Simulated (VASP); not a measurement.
Input:

```
HoRu3C
1.0
    4.03232     0.00000     0.00000
    0.00000     4.03232     0.00000
    0.00000     0.00000     4.03232
Ho Ru C
1 3 1
Direct
  0.50000   0.50000   0.50000
  0.50000   0.00000   0.00000
  0.00000   0.50000   0.00000
  0.00000   0.00000   0.50000
  0.00000   0.00000   0.00000
```

These are PBEsol GGA, VASP's PBE PAW potentials (set 64) (plane waves; VASP) values and carry that method's errors. Settings: 400 eV cut-off, 7×7×7 Γ-centred mesh, Gaussian smearing of 0.10 eV, potentials Ho Ru_pv C.

At this cut-off the stress carries a Pulay error, which pulls relaxed volumes low. The run has a spin-polarised start.

Give the stress tensor in GPa (positive for a compressed cell).

```
10.84   0.00   0.00
 0.00  10.84   0.00
 0.00   0.00  10.84
```
The pressure is its mean diagonal, 10.84 GPa.

The structure comes from a computed database's HoRu3C entry; how it stands against other phases isn't given here. The cell was not relaxed at this level.
